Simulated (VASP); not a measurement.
These are r2SCAN meta-GGA, VASP's PBE PAW potentials (set 64) (plane waves; VASP) values and carry that method's errors.

Input for VASP

### KPOINTS
```
Automatic mesh
0
gamma
7 7 5
0 0 0
```

File POSCAR:
```
BiPt2Pb
1.0
  4.3304060361   0.0000000000   0.0000000000
 -2.1652030181   3.7502415511   0.0000000000
  0.0000000000   0.0000000000   5.4851375720
Bi Pt Pb
1 2 1
Direct
  0.0000000000   0.0000000000   0.0000000000
  0.6666670000   0.3333330000   0.2504141229
  0.6666670000   0.3333330000   0.7495858771
  0.3333330000   0.6666670000   0.5000000000
```

INCAR:
```
SYSTEM = BiPt2Pb
PREC = Accurate
ENCUT = 400
EDIFF = 1E-6
NELM = 100
ALGO = Normal
LREAL = .FALSE.
LASPH = .TRUE.
ISMEAR = 1
SIGMA = 0.1
METAGGA = R2SCAN
LMIXTAU = .TRUE.
LMAXMIX = 6
LWAVE = .FALSE.
LCHARG = .FALSE.
IBRION = 2
ISIF = 3
NSW = 60
EDIFFG = -0.02
```

POTCAR, in this order: Bi_d Pt Pb_d (PBE.64 set). Program: vasp_std.

Output

**OSZICAR**
```
       N       E                     dE             d eps       ncg     rms          rms(c)
DAV:   1     0.292473170877E+03    0.29247E+03   -0.21019E+04  1392   0.169E+03
DAV:   2    -0.180714510720E+03   -0.47319E+03   -0.45464E+03  1457   0.487E+02
DAV:   3    -0.230340643183E+03   -0.49626E+02   -0.47139E+02  1673   0.178E+02
DAV:   4    -0.232364410590E+03   -0.20238E+01   -0.20036E+01  1717   0.364E+01
DAV:   5    -0.232454614875E+03   -0.90204E-01   -0.90159E-01  2084   0.745E+00    0.107E+01
DAV:   6    -0.222071129391E+03    0.10383E+02   -0.61824E+00  1567   0.294E+01    0.574E+00
DAV:   7    -0.218417036713E+03    0.36541E+01   -0.54305E-01  1697   0.636E+00    0.287E+00
DAV:   8    -0.219001884039E+03   -0.58485E+00   -0.12184E+00  1455   0.728E+00    0.200E+00
DAV:   9    -0.218928265773E+03    0.73618E-01   -0.23844E-01  1417   0.423E+00    0.112E+00
DAV:  10    -0.218887654094E+03    0.40612E-01   -0.12794E-01  1812   0.241E+00    0.254E-01
DAV:  11    -0.218921877433E+03   -0.34223E-01   -0.10332E-01  1417   0.189E+00    0.210E-01
DAV:  12    -0.218908514097E+03    0.13363E-01   -0.53604E-02  1402   0.170E+00    0.271E-01
DAV:  13    -0.218920850654E+03   -0.12337E-01   -0.91122E-03  1452   0.651E-01    0.921E-02
DAV:  14    -0.218934902596E+03   -0.14052E-01   -0.31796E-03  1522   0.448E-01    0.383E-02
DAV:  15    -0.218938235983E+03   -0.33334E-02   -0.14590E-03  1510   0.325E-01    0.350E-02
DAV:  16    -0.218938305430E+03   -0.69447E-04   -0.62564E-05  1754   0.513E-02    0.324E-02
DAV:  17    -0.218938362724E+03   -0.57294E-04   -0.14901E-05  1340   0.264E-02    0.280E-02
DAV:  18    -0.218938310440E+03    0.52284E-04   -0.13930E-04  1503   0.813E-02    0.110E-02
DAV:  19    -0.218938396981E+03   -0.86541E-04   -0.44584E-05  1447   0.470E-02    0.676E-03
DAV:  20    -0.218938405963E+03   -0.89821E-05   -0.51779E-06  1439   0.180E-02    0.351E-03
DAV:  21    -0.218938406240E+03   -0.27717E-06   -0.29405E-06  1252   0.144E-02
   1 F= -.21893841E+03 E0= -.21893805E+03  d E =-.218938E+03
       N       E                     dE             d eps       ncg     rms          rms(c)
DAV:   1    -0.220382822685E+03   -0.14444E+01   -0.40404E+01  1728   0.835E+01    0.710E+00
DAV:   2    -0.219092159391E+03    0.12907E+01   -0.39735E+00  1525   0.209E+01    0.297E+00
DAV:   3    -0.218943814659E+03    0.14834E+00   -0.35320E-01  1831   0.784E+00    0.137E+00
DAV:   4    -0.218906844737E+03    0.36970E-01   -0.20954E-01  1943   0.522E+00    0.415E-01
DAV:   5    -0.218892022257E+03    0.14822E-01   -0.62660E-02  1455   0.176E+00    0.264E-01
DAV:   6    -0.218920630201E+03   -0.28608E-01   -0.11567E-02  1432   0.658E-01    0.119E-01
DAV:   7    -0.218923989107E+03   -0.33589E-02   -0.32779E-03  1582   0.450E-01    0.321E-02
DAV:   8    -0.218924005077E+03   -0.15970E-04   -0.61232E-04  1508   0.175E-01    0.295E-02
DAV:   9    -0.218924148555E+03   -0.14348E-03   -0.86241E-05  1535   0.740E-02    0.123E-02
DAV:  10    -0.218924191510E+03   -0.42955E-04   -0.41818E-05  1600   0.449E-02    0.353E-03
DAV:  11    -0.218924191150E+03    0.35971E-06   -0.48507E-06  1374   0.193E-02
   2 F= -.21892419E+03 E0= -.21892469E+03  d E =0.142151E-01
       N       E                     dE             d eps       ncg     rms          rms(c)
DAV:   1    -0.219453965221E+03   -0.52977E+00   -0.13016E+01  1720   0.439E+01    0.417E+00
DAV:   2    -0.219005190936E+03    0.44877E+00   -0.13787E+00  1520   0.123E+01    0.142E+00
DAV:   3    -0.218957986353E+03    0.47205E-01   -0.12373E-01  1804   0.487E+00    0.557E-01
DAV:   4    -0.218949482675E+03    0.85037E-02   -0.53220E-02  1948   0.258E+00    0.172E-01
DAV:   5    -0.218949788639E+03   -0.30596E-03   -0.11328E-02  1462   0.708E-01    0.101E-01
DAV:   6    -0.218953822952E+03   -0.40343E-02   -0.19376E-03  1432   0.269E-01    0.423E-02
DAV:   7    -0.218954165455E+03   -0.34250E-03   -0.59041E-04  1628   0.200E-01    0.185E-02
DAV:   8    -0.218954184655E+03   -0.19201E-04   -0.28722E-04  1507   0.110E-01    0.156E-02
DAV:   9    -0.218954261829E+03   -0.77174E-04   -0.45475E-05  1518   0.490E-02    0.394E-03
DAV:  10    -0.218954256358E+03    0.54710E-05   -0.66725E-06  1438   0.187E-02    0.227E-03
DAV:  11    -0.218954261443E+03   -0.50848E-05   -0.10786E-06   999   0.109E-02    0.966E-04
DAV:  12    -0.218954261399E+03    0.43691E-07   -0.17855E-07   781   0.400E-03
   3 F= -.21895426E+03 E0= -.21895465E+03  d E =-.158552E-01
```

OUTCAR:
```
------------------------ aborting loop because EDIFF is reached ----------------------------------------
  FORCE on cell =-STRESS in cart. coord.  units (eV):
  Direction    XX          YY          ZZ          XY          YZ          ZX
  --------------------------------------------------------------------------------------
  Total       -0.0659307     -0.0659307      0.0794555      0.0000000      0.0000000     -0.0000000
  in kB       -1.1604745     -1.1604745      1.3985294      0.0000000      0.0000000     -0.0000000
  external PRESSURE =      -0.3074732 kB  Pullay stress =       0.0000000 kB
  volume of cell :       91.03
      direct lattice vectors                 reciprocal lattice vectors
     4.357356122 -0.000000000  0.000000000     0.229496964  0.132500137  0.000000000
    -2.178678061  3.773581009  0.000000000     0.000000000  0.265000274  0.000000000
    -0.000000000  0.000000000  5.535871993     0.000000000  0.000000000  0.180640015
 POSITION                                       TOTAL-FORCE (eV/Angst)
 -----------------------------------------------------------------------------------
     -0.00000      0.00000      0.00000         0.000000     -0.000000      0.000000
      2.17868      1.25786      1.38627        -0.000000      0.000000      0.004171
      2.17868      1.25786      4.14960         0.000000     -0.000000     -0.004171
     -0.00000      2.51572      2.76794        -0.000000     -0.000000      0.000000
 -----------------------------------------------------------------------------------
    total drift:                                0.000118     -0.000068      0.000000
  FREE ENERGIE OF THE ION-ELECTRON SYSTEM (eV)
  ---------------------------------------------------
  free  energy   TOTEN  =      -218.9542613992 eV

  energy  without entropy=     -218.9554324747  energy(sigma->0) =     -218.95465176

 reached required accuracy - stopping structural energy minimisation
```
(Selected blocks of OUTCAR.)

File CONTCAR:
```
BiPt2Pb
   1.00000000000000
     4.3573561222695885   -0.0000000000003593    0.0000000000000000
    -2.1786780611854164    3.7735810087727790    0.0000000000000000
    -0.0000000000000000    0.0000000000000000    5.5358719927901419
  Bi              Pt              Pb
     1     2     1
Direct
     0.0000000000000000    0.0000000000000000    0.0000000000000000
     0.6666669999999968    0.3333330000000032    0.2504155509547736
     0.6666669999999968    0.3333330000000032    0.7495844490452264
     0.3333330000000032    0.6666669999999968    0.5000000000000000
```

File OUTCAR:
```
 val. band max:        8.4482731871   @ k =   0.1429   0.0000   0.4000

 cond. band min:       8.5834434654   @ k =   0.2857   0.0000   0.2000


 Fermi energy:         8.5407597568

 k-point     1 :       0.0000    0.0000    0.0000
  band No.  band energies     occupation
      1     -15.1240      2.00000
      2     -15.1240      2.00000
      3     -15.1217      2.00000
      4     -15.1217      2.00000
      5     -15.1091      2.00000
      6      -8.9003      2.00000
      7      -8.9003      2.00000
      8      -8.8825      2.00000
      9      -8.8782      2.00000
     10      -8.8782      2.00000
     11      -4.4719      2.00000
     12      -0.2919      2.00000
     13       2.6351      2.00000
     14       3.2081      2.00000
     15       3.3954      2.00000
     16       3.3954      2.00000
     17       4.6725      2.00000
     18       4.6725      2.00000
     19       5.6859      2.00000
     20       5.6859      2.00000
     21       6.8530      2.00000
     22       6.8530      2.00000
     23       9.5668     -0.00000
     24       9.5668     -0.00000
     25       9.7661     -0.00000
     26      11.0203      0.00000
     27      12.0132      0.00000
     28      12.6164      0.00000
     29      12.8648      0.00000

 k-point     2 :       0.1429    0.0000    0.0000
  band No.  band energies     occupation
      1     -15.1251      2.00000
      2     -15.1238      2.00000
      3     -15.1219      2.00000
      4     -15.1184      2.00000
      5     -15.1073      2.00000
      6      -8.9041      2.00000
      7      -8.8994      2.00000
      8      -8.8820      2.00000
      9      -8.8751      2.00000
     10      -8.8703      2.00000
     11      -4.2760      2.00000
     12      -0.4792      2.00000
     13       2.9347      2.00000
     14       3.1448      2.00000
     15       3.4525      2.00000
     16       3.8064      2.00000
     17       4.5135      2.00000
     18       4.6527      2.00000
     19       5.5111      2.00000
...
```

Energy and stress use the plane-wave basis of the starting cell. Unless said otherwise, spin-orbit coupling is left out, though it shifts the bands of the heavy elements here.

The structure comes from a computed database's BiPt2Pb entry (P-6m2); how it stands against other phases isn't given here. This run relaxes it. Symmetry was kept, so distortions that lower it aren't found. The start is the result of an earlier pass. The electron count is odd and the run is not spin-polarised, which forces a metal.
